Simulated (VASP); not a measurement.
Input for VASP

**POSCAR**
```
Mg2Ge
1
   -0.0000000000     2.9432288124     2.9432288124
    2.9432288124    -0.0000000000     2.9432288124
    2.9432288124     2.9432288124     0.0000000000
Mg Ge
2 1
Direct
  0.2500000000   0.2500000000   0.2500000000
  0.7500000000   0.7500000000   0.7500000000
  0.0000000000   0.0000000000   0.0000000000
```

INCAR:
```
SYSTEM = Mg2Ge
PREC = Accurate; ENCUT = 500; LREAL = F
LASPH = T
EDIFF = 1E-6; NELM = 100; ALGO = Normal
LMAXMIX = 4
ISMEAR = 1; SIGMA = 0.1
GGA = PS
IBRION = 2; NSW = 40; ISIF = 3
EDIFFG = -0.02; PSTRESS = 200
LWAVE = F; LCHARG = F
```

### KPOINTS
```
Regular mesh
0
Gamma
9 9 9
0 0 0
```

POTCAR, in this order: Mg Ge_d (PBE.64 set). Program: vasp_std.

Task: Write an equivalent input for Quantum ESPRESSO's pw.x.

Result: One equivalent input (not run):
```
&CONTROL
  calculation = 'vc-relax'
  pseudo_dir = './pseudo'
  outdir = './out'
  tprnfor = .true.
  tstress = .true.
  nstep = 40
  forc_conv_thr = 0.00078
/
&SYSTEM
  ibrav = 0
  nat = 3
  ntyp = 2
  ecutwfc = 84
  occupations = 'smearing'
  smearing = 'methfessel-paxton'
  degauss = 0.00735
  input_dft = 'pbesol'
/
&ELECTRONS
  conv_thr = 7.3e-08
  electron_maxstep = 100
/
&IONS
/
&CELL
  press = 200
/
ATOMIC_SPECIES
  Mg 24.305 Mg.upf
  Ge 72.630 Ge.upf
CELL_PARAMETERS angstrom
    -0.0000000    2.9432288    2.9432288
     2.9432288   -0.0000000    2.9432288
     2.9432288    2.9432288    0.0000000
ATOMIC_POSITIONS crystal
  Mg   0.2500000  0.2500000  0.2500000
  Mg   0.7500000  0.7500000  0.7500000
  Ge   0.0000000  0.0000000  0.0000000
K_POINTS automatic
  9 9 9 0 0 0
```
Limits of the translation: the potentials are each code's own (VASP's PAW set, PseudoDojo norm-conserving files in pw.x), so ENCUT and ecutwfc are chosen apart and not converted; conv_thr bounds pw.x's estimated SCF error, while EDIFF bounds the energy change between steps; forc_conv_thr acts on force components and is met together with etot_conv_thr.

The compound is Mg2Ge in the antifluorite structure. It was relaxed first under an external pressure of 20 GPa.
